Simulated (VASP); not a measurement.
Level of theory: r2SCAN meta-GGA, VASP's PBE PAW potentials (set 64) (plane waves; VASP).

VASP input:

### INCAR
```
! general
SYSTEM  = SnO2
PREC    = Accurate
ENCUT   = 520
LREAL   = .FALSE.   ! projection in real space or not
LASPH   = .TRUE.

! electronic loop
EDIFF   = 1E-7
NELM    = 100   ! most electronic steps
ALGO    = Normal
LMAXMIX = 4   ! l cut-off of mixed one-centre charges
LMIXTAU = .TRUE.

! smearing
ISMEAR  = -5

! functional
METAGGA = R2SCAN

! ions
ISIF    = 2

! output
LWAVE   = .FALSE.
LCHARG  = .FALSE.
LORBIT  = 11   ! lm-projected
NEDOS   = 601

! other
LEFG    = .TRUE.
```

### KPOINTS
```
kpoints
0
Gamma
5 5 8
0 0 0
```

### KPOINTS_OPT
```
k-points along high-symmetry lines
6
Line-mode
Reciprocal
  0.000000   0.000000   0.000000 ! GAMMA
  0.000000   0.500000   0.000000 ! X

  0.000000   0.500000   0.000000 ! X
  0.500000   0.500000   0.000000 ! M

  0.500000   0.500000   0.000000 ! M
  0.000000   0.000000   0.000000 ! GAMMA

  0.000000   0.000000   0.000000 ! GAMMA
  0.000000   0.000000   0.500000 ! Z

  0.000000   0.000000   0.500000 ! Z
  0.000000   0.500000   0.500000 ! R

  0.000000   0.500000   0.500000 ! R
  0.500000   0.500000   0.500000 ! A

  0.500000   0.500000   0.500000 ! A
  0.000000   0.000000   0.500000 ! Z

  0.000000   0.500000   0.000000 ! X
  0.000000   0.500000   0.500000 ! R

  0.500000   0.500000   0.000000 ! M
  0.500000   0.500000   0.500000 ! A
```

File POSCAR:
```
SnO2
4.7651590
  1.0000000283   0.0000000000   0.0000000000
  0.0000000000   1.0000000283   0.0000000000
  0.0000000000   0.0000000000   0.6733128066
Sn O
2 4
Cart
  0.0000000000   0.0000000000   0.0000000000
  0.5000000142   0.5000000142   0.3366564033
  0.3058476036   0.3058476036   0.0000000000
  0.8058476177   0.1941524106   0.3366564033
  0.1941524106   0.8058476177   0.3366564033
  0.6941524248   0.6941524248   0.0000000000
```

POTCAR, in this order: Sn_d O (PBE.64 set). Program: vasp_std.

Unless said otherwise, spin-orbit coupling is left out, though it shifts the bands of the heavy elements here.

Task: What does the run give for the energy per atom (σ→0), band gap (over mesh and band path)?

Result: 
```yaml
energy per atom (σ→0): -14.105 eV/atom
band gap (over mesh and band path): 1.73 eV
```

File OSZICAR:
```
...
DAV:  19    -0.846313536615E+02    0.65419E-05   -0.15824E-06  2958   0.157E-02    0.355E-03
DAV:  20    -0.846313613884E+02   -0.77269E-05   -0.27625E-06  2288   0.171E-02    0.194E-03
DAV:  21    -0.846313609367E+02    0.45175E-06   -0.22707E-07  1736   0.640E-03    0.139E-03
DAV:  22    -0.846313625544E+02   -0.16177E-05   -0.64639E-07  1781   0.815E-03    0.105E-03
DAV:  23    -0.846313626505E+02   -0.96055E-07   -0.16602E-07  1318   0.461E-03
   1 F= -.84631363E+02 E0= -.84631363E+02  d E =0.000000E+00
       N       E                     dE             ncg
       N       E                     dE             ncg
```

The compound is SnO2 in the rutile structure. It was relaxed first.
